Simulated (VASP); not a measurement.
A VASP calculation is set up with these files.

INCAR:
```
LORBIT=11
NELM=100   # most electronic steps
LASPH=.TRUE.
LCHARG=.TRUE.
ISMEAR=-5
GGA=91   # PW91
ISIF=2   # forces and stress, cell fixed
SYSTEM=Li
LREAL=.FALSE.
ALGO=Normal
EDIFF=1E-7   # SCF stop (eV)
LWAVE=.FALSE.
NEDOS=601   # DOS grid
PREC=Accurate
ENCUT=520   # plane-wave cut-off (eV)
```

KPOINTS:
```
Automatic mesh
0
Gamma
17 17 17
0 0 0
```

**POSCAR**
```
Li
1
   -1.7167693041     1.7167693041     1.7167693041
    1.7167693041    -1.7167693041     1.7167693041
    1.7167693041     1.7167693041    -1.7167693041
Li
1
Direct
  0.0000000000   0.0000000000   0.0000000000
```

POTCAR, in this order: Li_sv (PBE.64 set). Program: vasp_std.

Problem. Translate this PW91 calculation to Quantum ESPRESSO's pw.x.

Solution. One equivalent input (not run):
```
&CONTROL
  calculation = 'scf'
  pseudo_dir = './pseudo'
  outdir = './out'
  tprnfor = .true.
  tstress = .true.
/
&SYSTEM
  ibrav = 0
  nat = 1
  ntyp = 1
  ecutwfc = 74
  occupations = 'tetrahedra'
  input_dft = 'pw91'
/
&ELECTRONS
  conv_thr = 7.3e-09
  electron_maxstep = 100
/
ATOMIC_SPECIES
  Li 6.940 Li.upf
CELL_PARAMETERS angstrom
    -1.7167693    1.7167693    1.7167693
     1.7167693   -1.7167693    1.7167693
     1.7167693    1.7167693   -1.7167693
ATOMIC_POSITIONS crystal
  Li   0.0000000  0.0000000  0.0000000
K_POINTS automatic
  17 17 17 0 0 0
```
The two are equivalent in intent, not identical: the potentials are each code's own (VASP's PAW set, PseudoDojo norm-conserving files in pw.x), so ENCUT and ecutwfc are chosen apart and not converted; conv_thr bounds pw.x's estimated SCF error, while EDIFF bounds the energy change between steps.

The compound is Li in the bcc structure. It was relaxed first.
